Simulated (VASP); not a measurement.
```
BeSe
1.0
    0.00000     2.59081     2.59081
    2.59081     0.00000     2.59081
    2.59081     2.59081     0.00000
Be Se
1 1
Cartesian
  0.00000   0.00000   0.00000
  1.29541   1.29541   1.29541
```

Method: PBE GGA, VASP's PBE PAW potentials (set 64) (plane waves; VASP). Settings: 520 eV cut-off, 8×8×8 Γ-centred mesh, Gaussian smearing of 0.050 eV, potentials Be Se.

Estimate the energy per atom (σ→0), band gap (on the k-mesh) with the smallest direct gap where there is one.

```json
{
 "band gap (on the k-mesh)": "2.67 eV",
 "smallest direct gap (on the k-mesh)": "4.21 eV",
 "energy per atom (σ→0)": "-4.430 eV/atom"
}
```

Only differences to runs with the same potentials and settings are physical.

The compound is BeSe in the zinc blende structure. It was relaxed first.
